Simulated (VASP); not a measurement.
RbBr (rock salt): the lattice constant a from VASP (plane waves, PAW) at several levels of theory. Static lattice.

| level | lattice constant a (Å) |
|---|---|
| LDA | 6.676 |
| PBE | 7.022 |
| PBEsol | 6.851 |
| RPBE | 7.257 |
| AM05 | 6.980 |
| PBE-D3(BJ) | 6.891 |
| SCAN | 6.895 |
| r2SCAN | 6.929 |

The cell of the LDA run:

```cif
data_Br4Rb4
_chemical_formula_sum 'Rb4 Br4'
_space_group_name_H-M_alt 'Fm-3m'
_space_group_IT_number 225
_space_group_name_Hall '-F 4 2 3'
_cell_length_a 6.67586
_cell_length_b 6.67586
_cell_length_c 6.67586
_cell_angle_alpha 90.000
_cell_angle_beta 90.000
_cell_angle_gamma 90.000
loop_
_atom_site_label
_atom_site_type_symbol
_atom_site_symmetry_multiplicity
_atom_site_Wyckoff_symbol
_atom_site_fract_x
_atom_site_fract_y
_atom_site_fract_z
_atom_site_occupancy
Rb1 Rb 4 a 0.00000 0.00000 0.00000 1
Br1 Br 4 b 0.50000 0.50000 0.50000 1
```
(The calculation used a cell of 2 atoms; values per cell refer to that cell.)

Only levels that ran to the end are used. Left out are those held back, those with too coarse a band path, GW runs whose mesh misses a band edge, hybrids' fits of cells that aren't cubic and levels without matching references; a question may draw on a part of the rest.

The compound is RbBr in the rock salt structure.
